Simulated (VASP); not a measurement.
An input for Quantum ESPRESSO's pw.x (written as the equivalent of a VASP run, and not itself run):

```
&CONTROL
  calculation = 'vc-relax'
  pseudo_dir = './pseudo'
  outdir = './out'
  tprnfor = .true.
  tstress = .true.
  nstep = 40
  forc_conv_thr = 0.00039
/
&SYSTEM
  ibrav = 0
  nat = 3
  ntyp = 1
  ecutwfc = 86
  occupations = 'smearing'
  smearing = 'gaussian'
  degauss = 0.003675
  input_dft = 'pbesol'
/
&ELECTRONS
  conv_thr = 7.3e-09
  electron_maxstep = 100
/
&IONS
/
&CELL
  press = 10
/
ATOMIC_SPECIES
  Se 78.971 Se.upf
CELL_PARAMETERS angstrom
     2.0216430   -3.5015883   -0.0000000
     2.0216430    3.5015883    0.0000000
     0.0000000    0.0000000    5.1265898
ATOMIC_POSITIONS crystal
  Se   0.0000000  0.2483172  0.6666670
  Se   0.7516828  0.7516828  0.0000000
  Se   0.2483172  0.0000000  0.3333330
K_POINTS automatic
  6 6 4 0 0 0
```

Problem. Write the VASP files for the same calculation (PBEsol).

Solution. Several could match; the one computed here: 
**POSCAR**
```
Se
1.0
  2.0216429664  -3.5015883213   0.0000000000
  2.0216429664   3.5015883213   0.0000000000
  0.0000000000   0.0000000000   5.1265898408
Se
3
direct
  0.0000000000   0.2483172003   0.6666670000
  0.7516827997   0.7516827997   0.0000000000
  0.2483172003   0.0000000000   0.3333330000
```

**INCAR**
```
SYSTEM = Se
PREC = Accurate; ENCUT = 480; LREAL = .False.
LASPH = .True.
EDIFF = 1E-7; NELM = 100; ALGO = Normal
LMAXMIX = 4
ISMEAR = 0; SIGMA = 0.05
GGA = PS
IBRION = 2; NSW = 40; ISIF = 3
EDIFFG = -0.01; PSTRESS = 10
LWAVE = .False.; LCHARG = .False.
```

**KPOINTS**
```
Automatic mesh
0
Gamma
6 6 4
0 0 0
```

POTCAR, in this order: Se (PBE.64 set). Program: vasp_std.

Limits of the translation: the potentials are each code's own (VASP's PAW set, PseudoDojo norm-conserving files in pw.x), so ENCUT and ecutwfc are chosen apart and not converted; conv_thr bounds pw.x's estimated SCF error, while EDIFF bounds the energy change between steps; forc_conv_thr acts on force components and is met together with etot_conv_thr.

The compound is Se in the trig structure. This run relaxes it under an external pressure of 1 GPa. Symmetry was kept, so distortions that lower it aren't found.
